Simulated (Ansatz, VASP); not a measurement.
## SnSe in two plane-wave programs

Aim: how closely do two programs agree when they are given the same cell, functional and k mesh? The cell is taken from a series of runs on this material, whose earlier steps may have relaxed, scaled, displaced or heated it; both programs get it as it stands.

Calculated with Ansatz 0.2.0; plane waves, with VASP 6.6.1 beside it; single point at PBE and single point at LDA.

## (1) Starting point

The structure is orthorhombic, space group Pnma (No. 62). The conventional cell has a = 11.502 Å, b = 4.154 Å, c = 4.444 Å, α = 90.00°, β = 90.00°, γ = 90.00°. Sn has 5 Se at 2.77 to 3.32 Å nearest. Se has 5 Sn at 2.77 to 3.32 Å nearest. Farther neighbours and most contacts between anions are not listed.

As a file:

```xyz
8
Lattice="11.5022 0.0000 0.0000 0.0000 4.1540 0.0000 0.0000 0.0000 4.4445" Properties=species:S:1:pos:R:3 pbc="T T T"
Sn    7.1094    3.1155    1.7668
Sn   10.1439    1.0385    3.9891
Sn    4.3928    1.0385    2.6777
Sn    1.3583    3.1155    0.4554
Se    1.6489    1.0385    2.3254
Se    7.4000    1.0385    4.3414
Se    4.1022    3.1155    0.1031
Se    9.8533    3.1155    2.1191
```

## (2) VASP: single point, PBE

With cell and atoms fixed, the geometry can't cause a difference; cores, projectors, grids and the points listed under the comparison can.

Lines of VASP's logs that name or quote its potential files are left out, and so is its time.

File INCAR:

```
SYSTEM = SnSe
PREC = Accurate
ENCUT = 500
EDIFF = 1E-06
NELM = 120
ISMEAR = -1
SIGMA = 0.02
LREAL = .FALSE.
ALGO = Normal
GGA = PE
NBANDS = 49
LORBIT = 11
LWAVE = .FALSE.
LCHARG = .FALSE.
ISIF = 2
LASPH = .TRUE.
GGA_COMPAT = .FALSE.
EFERMI = MIDGAP
KPAR = 2
```

File POSCAR:

```
SnSe
1.0
   11.5022000000      0.0000000000      0.0000000000
    0.0000000000      4.1540000000      0.0000000000
    0.0000000000      0.0000000000      4.4445000000
Sn Se
4 4
Direct
    0.6180906623      0.7500000000      0.3975350380
    0.8819093377      0.2500000000      0.8975350380
    0.3819093377      0.2500000000      0.6024649620
    0.1180906623      0.7500000000      0.1024649620
    0.1433532693      0.2500000000      0.5232051378
    0.6433532693      0.2500000000      0.9767948622
    0.3566467307      0.7500000000      0.0232051378
    0.8566467307      0.7500000000      0.4767948622
```

File KPOINTS:

```
Automatic mesh
0
Gamma
2 6 6
0 0 0
```

The projector-augmented-wave data sets are Sn_d and Se (PBE family, release 64).

Started as:

```
> mpirun -np 2 vasp_std
```

Numbers of over 12 decimals in the logs are rounded to 6 here.

The program printed:

```text
[banner, memory and clock lines left out]
running    2 mpi-ranks, on    1 nodes
 distrk:  each k-point on    1 cores,    2 groups
 distr:  one band on    1 cores,    1 groups

 POSCAR found type information on POSCAR SnSe
 POSCAR found :  2 types and       8 ions
 LDA part: xc-table for (Slater+PW92), standard interpolation
 POSCAR, INCAR and KPOINTS ok, starting setup
 FFT: planning ... GRIDC
 FFT: planning ... GRID_SOFT
 FFT: planning ... GRID
 WAVECAR not read
 entering main loop
       N       E                     dE             d eps       ncg     rms          rms(c)
DAV:   1     0.865901011107E+03    0.86590E+03   -0.36056E+04  3345   0.206E+03
DAV:   2     0.116346415787E+03   -0.74955E+03   -0.72663E+03  3144   0.594E+02
DAV:   3    -0.235376870234E+02   -0.13988E+03   -0.13310E+03  3716   0.203E+02
DAV:   4    -0.332019682023E+02   -0.96643E+01   -0.94781E+01  3720   0.534E+01
DAV:   5    -0.335109511509E+02   -0.30898E+00   -0.30807E+00  3716   0.103E+01    0.645E+00
DAV:   6    -0.327820740604E+02    0.72888E+00   -0.13557E+00  4299   0.577E+00    0.402E+00
DAV:   7    -0.327773637769E+02    0.47103E-02   -0.59020E-01  4150   0.270E+00    0.153E+00
DAV:   8    -0.327744403522E+02    0.29234E-02   -0.62539E-02  4118   0.158E+00    0.336E-01
DAV:   9    -0.327745888809E+02   -0.14853E-03   -0.82269E-03  3975   0.592E-01    0.107E-01
DAV:  10    -0.327747024306E+02   -0.11355E-03   -0.86985E-04  3872   0.146E-01    0.591E-02
DAV:  11    -0.327747666673E+02   -0.64237E-04   -0.26825E-04  4107   0.932E-02    0.205E-02
DAV:  12    -0.327747526472E+02    0.14020E-04   -0.39356E-05  3989   0.342E-02    0.759E-03
DAV:  13    -0.327747531026E+02   -0.45545E-06   -0.63644E-06  3034   0.943E-03
   1 F= -.32774753E+02 E0= -.32774753E+02  d E =-.344405E-06
```

Parts of OUTCAR (step 2):

```text
ion  position               nearest neighbor table
   1  0.618  0.750  0.398-   8 2.77   6 2.81   6 2.81   3 3.54   3 3.54
   2  0.882  0.250  0.898-   6 2.77   8 2.81   8 2.81   4 3.54   4 3.54
   3  0.382  0.250  0.602-   5 2.77   7 2.81   7 2.81   1 3.54   1 3.54
   4  0.118  0.750  0.102-   7 2.77   5 2.81   5 2.81   2 3.54   2 3.54
   5  0.143  0.250  0.523-   3 2.77   4 2.81   4 2.81
   6  0.643  0.250  0.977-   2 2.77   1 2.81   1 2.81
   7  0.357  0.750  0.023-   4 2.77   3 2.81   3 2.81
   8  0.857  0.750  0.477-   1 2.77   2 2.81   2 2.81

  LATTYP: Found a simple orthorhombic cell.
 ALAT       =     4.1540000000
 B/A-ratio  =     1.0699325951
 C/A-ratio  =     2.7689455946

 Subroutine GETGRP returns: Found  8 space group operations
 (whereof  2 operations were pure point group operations)

The static configuration has the point symmetry S_2 .
 The point group associated with its full space group is D_2h.

 Found     32 irreducible k-points:

   k-points           NKPTS =     32   k-points in BZ     NKDIM =     32   number of bands    NBANDS=     49

   dimension x,y,z NGX =    84 NGY =   30 NGZ =   32
   dimension x,y,z NGXF=   168 NGYF=   60 NGZF=   64

   ENCUT  =  500.0 eV  36.75 Ry    6.06 a.u.  20.97  7.57  8.10*2*pi/ulx,y,z

   NELECT =      80.0000    total number of electrons

 k-points in reciprocal lattice and weights: Automatic mesh
   0.00000000  0.00000000  0.00000000       0.014
   0.50000000  0.00000000  0.00000000       0.014
   0.00000000  0.16666667  0.00000000       0.028
   0.50000000  0.16666667  0.00000000       0.028
   0.00000000  0.33333333  0.00000000       0.028
   0.50000000  0.33333333  0.00000000       0.028
   0.00000000  0.50000000  0.00000000       0.014
   0.50000000  0.50000000  0.00000000       0.014
   0.00000000  0.00000000  0.16666667       0.028
[...]
0.00000000  0.50000000  0.50000000       0.014
   0.50000000  0.50000000  0.50000000       0.014

 average (electrostatic) potential at core
       1-101.4469       2-101.4469       3-101.4469       4-101.4469       5 -52.5888
       6 -52.5888       7 -52.5888       8 -52.5888

 E-fermi :   5.7798

 k-point     1 :       0.0000    0.0000    0.0000
  band No.  band energies     occupation
    ...
     36       3.6254      2.00000
     37       3.9565      2.00000
     38       4.3001      2.00000
     39       4.7776      2.00000
     40       4.9889      2.00000
     41       6.1560      0.00000
     42       8.4031      0.00000
     43       8.5948      0.00000
     44       8.6038      0.00000
     45       8.8124      0.00000
    ...

 k-point     2 :       0.5000    0.0000    0.0000
  band No.  band energies     occupation
    ...
     36       3.3458      2.00000
     37       3.6730      2.00000
     38       3.6730      2.00000
     39       4.9422      2.00000
     40       4.9422      2.00000
     41       8.0877      0.00000
     42       8.0877      0.00000
     43       8.2419      0.00000
     44       8.2419      0.00000
     45       9.2984      0.00000
    ...

 k-point     3 :       0.0000    0.1667    0.0000
  band No.  band energies     occupation
    ...
     36       3.7230      2.00000
     37       3.9425      2.00000
     38       4.7582      2.00000
     39       4.8022      2.00000
     40       4.8507      2.00000
     41       6.3683      0.00000
     42       7.4067      0.00000
     43       8.3162      0.00000
     44       8.6270      0.00000
     45       8.6362      0.00000
    ...

  Total        3.0879126      2.8589643      2.4558675      0.0000000      0.0000000      0.0000000
  in kB       23.2972821     21.5699427     18.5287104      0.0000000      0.0000000      0.0000000
  external PRESSURE =      21.1319784 kB  Pullay stress =       0.0000000 kB

  energy-cutoff  :      500.00
  volume of cell :      212.36
      direct lattice vectors                 reciprocal lattice vectors
    11.502200000  0.000000000  0.000000000     0.086939890  0.000000000  0.000000000
     0.000000000  4.154000000  0.000000000     0.000000000  0.240731825  0.000000000
     0.000000000  0.000000000  4.444500000     0.000000000  0.000000000  0.224997188

 POSITION                                       TOTAL-FORCE (eV/Angst)
 -----------------------------------------------------------------------------------
      7.10940      3.11550      1.76684        -0.023553      0.000000      0.013451
     10.14390      1.03850      3.98909         0.023553     -0.000000      0.013451
      4.39280      1.03850      2.67766         0.023553     -0.000000     -0.013451
      1.35830      3.11550      0.45541        -0.023553      0.000000     -0.013451
      1.64888      1.03850      2.32539        -0.017708     -0.000000      0.003162
      7.39998      1.03850      4.34136        -0.017708      0.000000     -0.003162
      4.10222      3.11550      0.10314         0.017708     -0.000000      0.003162
      9.85332      3.11550      2.11911         0.017708     -0.000000     -0.003162
 -----------------------------------------------------------------------------------
    total drift:                                0.000000     -0.000000      0.000000

  FREE ENERGIE OF THE ION-ELECTRON SYSTEM (eV)
  ---------------------------------------------------
  free  energy   TOTEN  =       -32.7747531026 eV

  energy  without entropy=      -32.7747527582  energy(sigma->0) =      -32.77475293

 total charge
# of ion       s       p       d       tot
------------------------------------------
    1        1.348   0.746   9.995  12.089
    2        1.348   0.746   9.995  12.089
    3        1.348   0.746   9.995  12.089
    4        1.348   0.746   9.995  12.089
    5        1.473   2.325   0.025   3.823
    6        1.473   2.325   0.025   3.823
    7        1.473   2.325   0.025   3.823
    8        1.473   2.325   0.025   3.823
--------------------------------------------------
tot         11.281  12.284  40.081  63.646

[... 3 further parts left out ...]
```

The run ends at a pressure of 2.11 GPa, with forces up to 0.027 eV/Å.

## (3) Ansatz: single point, PBE

Ansatz runs on its default PAW (the set named soft_2) files.

The same cell, functional, mesh and smearing now go to Ansatz, which takes its cutoff from its data sets.

File input.yaml:

```yaml
crystal:
  lattice:
    - [11.5022, 0.0, 0.0]
    - [0.0, 4.154, 0.0]
    - [0.0, 0.0, 4.4445]
  atoms:
    - { symbol: Sn, position: [0.6180906623, 0.75, 0.397535038] }
    - { symbol: Sn, position: [0.8819093377, 0.25, 0.897535038] }
    - { symbol: Sn, position: [0.3819093377, 0.25, 0.602464962] }
    - { symbol: Sn, position: [0.1180906623, 0.75, 0.102464962] }
    - { symbol: Se, position: [0.1433532693, 0.25, 0.5232051378] }
    - { symbol: Se, position: [0.6433532693, 0.25, 0.9767948622] }
    - { symbol: Se, position: [0.3566467307, 0.75, 0.0232051378] }
    - { symbol: Se, position: [0.8566467307, 0.75, 0.4767948622] }
kpoints:
  mp_grid: { grid: [2, 6, 6] }
  band_path:
    path:
      - [[0.0, 0.0, 0.0], [0.5, 0.0, 0.0], [0.5, 0.5, 0.0], [0.0, 0.5, 0.0], [0.0, 0.0, 0.0], [0.0, 0.0, 0.5], [0.5, 0.0, 0.5], [0.5, 0.5, 0.5], [0.0, 0.5, 0.5], [0.0, 0.0, 0.5]]
      - [[0.5, 0.0, 0.0], [0.5, 0.0, 0.5]]
      - [[0.0, 0.5, 0.0], [0.0, 0.5, 0.5]]
      - [[0.5, 0.5, 0.0], [0.5, 0.5, 0.5]]
    npoints: 10
hamiltonian:
  xc: pbe
scf:
  occupations: { method: fermi_dirac, width: 0.02 }
  n_extra_bands: 6
output:
  eigenvalues: true
  forces: true
  stress: true
  write_density: true
  write_potential: true
  elf: true
  volumetric_format: npy
```

Started as:

```
> ansatz run input.yaml --threads 3 --pin off --max-ram 92160MiB --backend cuda --events-out ev --progress --plain --runs-dir out --devices 1 --max-vram 13GiB
```

The program printed:

```text
scf.n_extra_bands = 6 over 60 filled bands (N_el = 120.0): the run solves 66 bands
GPUs: using 1 of 1 available (devices: 1).
Engine: ansatz 0.2.0, x86_64-unknown-linux-gnu
Pseudopotentials: kind: paw
Pseudopotential: Sn, paw, valence charge 14, recommended cutoff 420 eV (normal), Sn.paw.azcp
Pseudopotential: Se, paw, valence charge 16, recommended cutoff 420 eV (normal), Se.paw.azcp
Functional definition: PBE
  parameter kappa = 0.804
  parameter beta = 0.066725
  exchange = pbe_x(kappa = kappa, mu = beta*pi^2/3)
  correlation = pbe_c(beta = beta)
device memory: the entry about to start is reckoned to put 4.8 GiB on a device that reports 52.2 GiB free (of which the cap on the GPU budget leaves the run 13.0 GiB)
GPU FFT provider: cuFFT
GPU libraries: cuBLAS 13.8.2, cuFFT 12.4.0, cuSOLVER 12.3.4
Crystal: 8 atoms, lattice volume = 212.359 Å³
Basis set: ecut = 420 eV, 4145 PW (Γ), exchange–correlation on 160×60×60 points (8 copies of the dense FFT grid, shifted against one another)
Bands: 66, of which v1, the nominal top of the filled ones, is band 60 counted from 1 (59 counted from 0)
Symmetry: 8 space group operations
Space group: Pnma (ITA 62), of the structure as read, at distance tolerance 6.0e-5 Å
k-points: 32 of 72
Non-local potential: Sn, projectors of the file, l = 0: 2, l = 1: 2, l = 2: 2, l = 3: 2
Non-local potential: Se, projectors of the file, l = 0: 2, l = 1: 2, l = 2: 3, l = 3: 1
PAW form: soft (Blöchl's): semilocal exchange-correlation on the pseudo side does not see the compensation charge
PAW one-centre angular grid: Sn, 590 points (default); XC on 64 Gauss nodes
PAW one-centre angular grid: Se, 590 points (default); XC on 64 Gauss nodes
Initial density: superposition of atomic densities (neutral atoms: chi_scale 0, normalization atom), corrected by the library's trained network
Initial wavefunctions: pseudopotential atomic-orbital guess
GPU buffer pool allocated for 72000 grid points (all kernels)
GPU transforms: local potential and band sums: pruned to the plane-wave sphere, on 80×27×30
Functional: x = pbe(κ = 0.804, μ = 0.219515), c = pbe(β = 0.066725)
SCF iter   1: F=—  HF=-45976.562002 eV  |F-HF|=—  |Δ(HF+E_count)|=         —  Δρ=1.32e-3  dr2=3.79e-3  ethr=1.77e-3  ⟨swp⟩=6.3  Hψ=8125  notcnv=0
preconditioner: auto → Resta (q_TF=auto, 2.481 Å⁻¹)  ε∞=3.1  [insulator: Δε(μ)=0.455 eV  Ē_g=15.704 eV  σ=0.020 eV  W_gap=1.00  n_scr=56 (ndim 8)  ℏωp=22.8 eV  f_vac=0.001  D(μ)=0.00/eV (n_scr^D=0)  ε∞_Penn≈3.1]
SCF iter   2: F=—  HF=-45976.559973 eV  |F-HF|=—  |Δ(HF+E_count)|=   2.03e-3  Δρ=6.93e-4  dr2=9.06e-4  ethr=3.16e-6  ⟨swp⟩=2.2  Hψ=4614  notcnv=0  defer=56
SCF iter   3: F=—  HF=-45976.560420 eV  |F-HF|=—  |Δ(HF+E_count)|=   4.47e-4  Δρ=2.71e-4  dr2=1.13e-4  ethr=7.55e-7  ⟨swp⟩=2.0  Hψ=3334  notcnv=0  defer=56
SCF iter   4: F=—  HF=-45976.560344 eV  |F-HF|=—  |Δ(HF+E_count)|=   7.55e-5  Δρ=9.19e-5  dr2=1.55e-5  ethr=9.39e-8  ⟨swp⟩=2.0  Hψ=3932  notcnv=0  defer=56
SCF iter   5: F=—  HF=-45976.560914 eV  |F-HF|=—  |Δ(HF+E_count)|=   5.70e-4  Δρ=2.06e-5  dr2=1.24e-6  ethr=1.29e-8  ⟨swp⟩=2.0  Hψ=3634  notcnv=0  defer=56
SCF iter   6: F=—  HF=-45976.560913 eV  |F-HF|=—  |Δ(HF+E_count)|=   7.72e-7  Δρ=8.35e-6  dr2=1.20e-7  ethr=1.03e-9  ⟨swp⟩=2.0  Hψ=3974  notcnv=0  defer=56
SCF iter   7: F=-45976.560913 eV  HF=-45976.560913 eV  |F-HF|=1.38e-9  |Δ(HF+E_count)|=   1.37e-7  Δρ=1.79e-6  dr2=5.88e-9  ethr=8.33e-11  ⟨swp⟩=14.9  Hψ=20793  notcnv=0
SCF 1 converged in 7 iterations: F = -45976.560913 eV  dr2 = 5.88e-9
  greatest PAW one-centre occupation: 1.000 electrons in one spin orbital (limit 2), on the Se atom at site 7 (counted from 0), in its partial waves of l = 2
device memory: the entry about to start is reckoned to put 4.2 GiB on a device that reports 53.6 GiB free (of which the cap on the GPU budget leaves the run 13.0 GiB)
NSCF: frozen V_eff on 124 k-points
SCF converged after 7 iterations
Free energy (F): -45976.560913 eV
Harris-Foulkes:  -45976.560913 eV  (|F-HF|=1.38e-9)
Internal energy: -45976.560913 eV  (E = F + TS)
E sigma→0 (E₀):  -45976.560913 eV
Entropy (-TS):   -0.000000 eV (-0.000 meV/atom)
Fermi energy:    9.361114 eV
--- Per-component energies (eV) ---
  E_band       = -1869.760007
  E_kinetic    = 1216.892457
  E_local      = -13187.150816  (includes V_loc(G=0)·N_el)
  E_nonlocal   = -2513.926933
  E_hartree    = 6961.020047
  E_xc         = -1950.395357
  E_vxc        = -779.888887  (∫ρ·V_xc dr)
  E_paw        = -24179.722465  (= ΣΔE_a)
  E_vpaw       = -527.724724  (= ΣTr[D̂ρ^β])
  E_aug_tail   = -0.002343  (compensation charges beyond the density's cutoff)
  E_ewald      = -12323.275503
  E_smearing   = -0.000000  (= −TS)
  E_closure    = 0.000000  (closes the sum)
  Σ components = -45976.560913   (vs F -45976.560913, Δ=0.00e0)
--- Forces (eV/Å), atoms counted from 1 ---
  atom   1  Sn    -0.00982839     0.00000000     0.00324096
  atom   2  Sn     0.00982839     0.00000000     0.00324096
  atom   3  Sn     0.00982839    -0.00000000    -0.00324096
  atom   4  Sn    -0.00982839    -0.00000000    -0.00324096
  atom   5  Se    -0.01001058     0.00000000    -0.00663121
  atom   6  Se    -0.01001058    -0.00000000     0.00663121
  atom   7  Se     0.01001058     0.00000000    -0.00663121
  atom   8  Se     0.01001058    -0.00000000     0.00663121
  max |Σ_I F_I| component: 6.94e-18 eV/Å
--- Stress (GPa, compression-positive) ---
        2.294178      -0.000000      -0.000000
       -0.000000       2.135887      -0.000000
       -0.000000      -0.000000       1.835860
  P = ⅓ Tr σ = 2.0886 GPa (20.886 kbar)
--- Band table (eV; the first three rows and the last of 32) ---
  k-point 0: bands = [... 56 lower, 7.5417, 7.8776, 8.3574, 8.5674, 9.7444, 11.9964, 12.1859, 12.1984, ... 2 higher]
  k-point 1: bands = [... 56 lower, 7.6074, 8.0915, 8.3744, 8.5876, 9.8177, 11.1335, 11.8448, 12.0129, ... 2 higher]
  k-point 2: bands = [... 56 lower, 7.9005, 8.4320, 8.6082, 9.1332, 9.9954, 10.4219, 10.6585, 10.8320, ... 2 higher]
  k-point 31: bands = [... 56 lower, 7.5375, 7.5375, 7.5375, 7.5375, 11.5428, 11.5428, 11.5428, 11.5428, ... 2 higher]
```

In the SCF lines HF is the Harris–Foulkes energy and dr2 the Hartree energy of the density residual, in eV; the loop may stop once dr2 is under the threshold and the program's other checks hold. Hψ counts applications of the Hamiltonian.

## (4) Comparison

Known differences besides the potentials themselves: the data sets hold 120 valence electrons in Ansatz (on its default PAW (the set named soft_2) files) and 80 in VASP; the cutoff is 420 eV in Ansatz and 500 eV in VASP. Total energies have different zeros and are not compared.

Both answers:

```
              quantity  Ansatz   VASP  difference
        pressure (GPa)    2.09   2.11       -0.02
gap on the k mesh (eV)   0.456  0.451      +0.005
```

At this near-relaxed geometry the largest component of a force difference is 14 meV/Å. A gap on the mesh is an upper bound, since the band edges may lie between its points.

[end of part 1 of 2]

[Lines on the potential files, build, host, timing and source positions are cut from VASP's logs without a mark.]

[Logs are printed without paths, hosts, clocks, repeated set-up lines and the standing remarks that a program may print on its own settings, such as how far it seeks lower states.]

[Hosts, paths, dates, database ids (printed as entryN), source tags and the programs' standing remarks are cut or masked in the printed files.]
